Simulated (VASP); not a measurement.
Here is a VASP 6.6.1 calculation.

INCAR

```
ALGO = Fast
EDIFF = 1E-6
ENCUT = 520
GGA = PE
ISIF = 2
ISMEAR = -1
IVDW = 12
LASPH = T
LCHARG = T
LELF = T
LREAL = Auto
LVHAR = T
LWAVE = F
NBANDS = 73
NELM = 100
PREC = Accurate
SIGMA = 0.02
```

The input KPOINTS:

```
k-points
0
Gamma
  1 1 1
```

Contents of POSCAR:

```
H8C3O2
1.0
    7.1348020000      0.0000000000      0.0000000000
    0.0000000000      7.1348020000      0.0000000000
    0.0000000000      0.0000000000      7.1348020000
C O H
9 6 24
Direct
    0.0683270538      0.8975722101      0.9268512287
    0.4640773493      0.5427901153      0.5415987718
    0.4108733501      0.4073133354      0.3893170406
    0.5330070827      0.8466247557      0.1309496746
    0.5423696411      0.8936477845     -0.0743958977
    0.8541232118      0.4821717547      0.8158180143
    1.0404913829      0.4881004406      0.7134605838
    1.0665747977      0.2654873954      0.1892694429
    0.8751889681      0.2842125121      0.2808907661
    0.0530217937      0.8211860680      1.0754608187
    0.1123366843      0.9844281593      0.7948503687
    0.4794386726      0.2182401137      0.4160591983
    0.7169925669      0.9801393227     -0.1322811761
    1.0476394440      0.6283285787      0.5536803965
    0.8376406241      0.1408308177      0.4021555188
    0.4272998746      0.1351824480      0.3284463956
    0.2646604629      0.3924986286      0.3882378236
    0.4567050354      0.4444552210      0.2368951514
    0.3635139419      0.6596118575      0.5444860278
    0.4934825101      0.4679176801      0.6804113134
    0.6022171323      0.6152798634      0.5143660609
    0.7410997530      0.9692210099     -0.2640017200
    0.5071058734      0.7717102731     -0.1563042674
    0.4445533317      1.0062788007     -0.1249929571
    0.3852945043      0.8752590471      0.1560239513
    0.6081738498      0.7134745996      0.1656948574
    0.5894487331      0.9476086372      0.2220103655
    1.0966527172      0.5670234437      0.4453382168
    1.1566683981      0.5123898323      0.8114310670
    1.0725315152      0.3591830579      0.6444888029
    0.8904101333      0.3912512218      0.9379517469
    0.8054323021      0.6282865313      0.8551463657
    0.7608480235      0.4122048517      0.7217859725
    0.6948475935      0.1524078734      0.4244826976
    0.8746003043      0.4312102845      0.3374865904
    0.7669589149      0.2719626978      0.1578740377
    1.1361632740      0.3893310564      0.1906850393
    1.1568085561      0.1680354970      0.2652070793
    1.0581092510      0.2100408673      0.0541290424
```

Potentials or basis: VASP PAW PBE potentials, release 64 (C, O, H).

Launch:

```sh
$ cat potpaw_PBE.64/C/POTCAR potpaw_PBE.64/O/POTCAR potpaw_PBE.64/H/POTCAR > POTCAR
$ mpirun -np 1 vasp_gam > vasp.out
```

Predict the pressure.

2.0 GPa.

Predict the dispersion energy per atom.

-0.047 eV.

Estimate the largest force.

3.144 eV/Å.

Estimate the band gap on the k mesh.

4.36 eV, direct.

Forces in eV/Å, atoms in the order of the input:
```
C    0.168 -0.511  2.279
C    2.398  0.257  0.454
C    1.621 -0.131 -1.732
C   -0.122 -0.223 -0.935
C    0.208  2.087 -1.209
C    1.397  0.712  0.196
C    0.415  1.383 -1.270
C   -1.137 -2.451  1.316
C   -0.544  1.006 -2.828
O   -0.135  0.300 -1.596
O   -0.126  0.126 -0.734
O    1.063  0.974  2.071
O    0.871 -0.493  1.273
O   -0.912  0.216  2.235
O   -1.448 -0.904  1.773
H   -1.002 -0.908 -1.301
H   -1.419  0.056  0.094
H   -0.478  0.258  1.630
H   -0.140 -0.444  0.487
H   -0.977  0.706 -1.097
H   -0.555 -0.608 -0.071
H   -0.116 -0.137 -0.815
H    0.094 -0.705 -0.461
H   -0.438 -0.664  0.837
H   -0.627 -1.511  0.586
H   -1.057  0.355 -0.032
H    1.475  1.334  0.594
H    0.180 -0.420 -0.480
H    0.123  0.478 -0.040
H   -0.080 -1.247 -0.051
H   -0.862  0.621 -0.408
H    0.289 -1.219 -0.100
H   -0.866 -0.340 -0.100
H    1.492  0.023 -0.024
H   -0.679 -0.530  0.257
H    0.864  0.637  1.143
H    1.282  2.806 -0.605
H   -0.130 -0.383  0.430
H   -0.092 -0.507 -1.764
```

Caveat: the standard files for N, O and F lose accuracy on very short bonds. A hybrid or GW would open this gap; PBE tends to underestimate it.
